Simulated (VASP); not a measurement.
A convergence study with VASP on BeS (zinc blende): one setting is varied, all else stays as given below, so the limit is that of these other settings.

```
CELL_PARAMETERS angstrom
      0.00000     2.43500     2.43500
      2.43500     0.00000     2.43500
      2.43500     2.43500     0.00000
ATOMIC_POSITIONS crystal
  Be 0.00000 0.00000 0.00000
  S  0.25000 0.25000 0.25000
```

The numbers are results of PBE GGA, VASP's PBE PAW potentials (set 64) (plane waves; VASP), not measurements. The tightest run used: 550 eV cut-off, 18×18×18 Γ-centred mesh, tetrahedra with Blöchl corrections, potentials Be S.

Gaps are read on the run's mesh, which can miss a band edge.

Task: The settings run are 3×3×3 mesh; 4×4×4 mesh; 5×5×5 mesh; 6×6×6 mesh; 7×7×7 mesh; 8×8×8 mesh; 9×9×9 mesh; 10×10×10 mesh; 11×11×11 mesh; 12×12×12 mesh; 13×13×13 mesh; 14×14×14 mesh; 15×15×15 mesh; 16×16×16 mesh; 17×17×17 mesh; 18×18×18 mesh. From which on does the energy per atom stay within 0.002 eV/atom of the tightest run?

Result: From 6×6×6 mesh on: it is off by 0.0014 there and by no more than 0.002 in any finer run, while 5×5×5 mesh is off by 0.0057.
```
setting        E (eV/atom)  pressure (GPa)  gap on the mesh (eV)  irreducible k-points  difference judged (eV/atom)
-------------  -----------  --------------  --------------------  --------------------  ---------------------------
3×3×3 mesh         -4.8860            2.51                 3.812                     4                       0.1208
4×4×4 mesh         -4.9820            0.90                 3.125                     8                       0.0248
5×5×5 mesh         -5.0011            0.52                 3.424                    10                       0.0057
6×6×6 mesh         -5.0053            0.41                 3.137                    16                       0.0014
7×7×7 mesh         -5.0064            0.38                 3.290                    20                       0.0004
8×8×8 mesh         -5.0066            0.38                 3.138                    29                       0.0001
9×9×9 mesh         -5.0067            0.37                 3.231                    35                       0.0000
10×10×10 mesh      -5.0067            0.37                 3.139                    47                       0.0000
11×11×11 mesh      -5.0067            0.37                 3.201                    56                       0.0000
12×12×12 mesh      -5.0067            0.37                 3.139                    72                       0.0000
13×13×13 mesh      -5.0067            0.37                 3.183                    84                       0.0000
14×14×14 mesh      -5.0067            0.37                 3.139                   104                       0.0000
15×15×15 mesh      -5.0067            0.37                 3.172                   120                       0.0000
16×16×16 mesh      -5.0067            0.37                 3.139                   145                       0.0000
17×17×17 mesh      -5.0067            0.37                 3.165                   165                       0.0000
18×18×18 mesh      -5.0067            0.37                 3.139                   195                       0.0000
```

Left out are rungs that failed or repeat a setting and relaxations that didn't move; long series are thinned to 24 rows.

The compound is BeS in the zinc blende structure. The cell was not relaxed at this level.
